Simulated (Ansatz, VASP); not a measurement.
## One calculation of YCoO3, two programs

```xyz
5
Lattice="3.7858 0.0000 0.0000 0.0000 3.7858 0.0000 0.0000 0.0000 3.7858" Properties=species:S:1:pos:R:3 pbc="T T T"
Y     0.0000    0.0000    0.0000
Co    1.8929    1.8929    1.8929
O     1.8929    1.8929    0.0000
O     1.8929    0.0000    1.8929
O     0.0000    1.8929    1.8929
```

The cell comes from a database or a generator and needn't be the stable form of this composition.

Alike in both runs: task single point; functional LDA; k mesh 5 × 5 × 5; occupations fermi-dirac, width 0.1 eV; collinear spin.

|  | VASP | Ansatz |
| --- | --- | --- |
| version | VASP 6.6.1 | Ansatz 0.2.0 |
| potentials or method | VASP PAW LDA potentials, release 64 (Y_sv, Co, O) | plane waves, PAW |
| plane-wave cutoff (eV) | 520 | 420 |
| valence electrons in the cell | 38 | 46 |

|  | VASP | Ansatz | Ansatz less VASP |
| --- | --- | --- | --- |
| gap on the k mesh at the Fermi level (eV) | none | none | - |
| pressure (GPa) | -20.3 | -20.5 | -0.24 |
| net moment per atom (μB) | 0.21 | 0.22 | +0.002 |
| size of the moment on the site where the two differ most (μB) | 0.95 | 0.92 | -0.036 |

Site moments also hang on the region over which each program counts them. A gap of «none» marks a metal or a gap that the smearing closes. The two sets of potentials don't hold the same shells in valence.

Caveats: so large a pressure means that the cell lies far from this level's equilibrium, or that cutoff or potentials fall short (VASP); a cell with one magnetic atom can't hold antiferromagnetic order, which such compounds often take; semilocal functionals often make such compounds metallic where correlation or magnetic order opens a gap, which also shifts bond lengths.
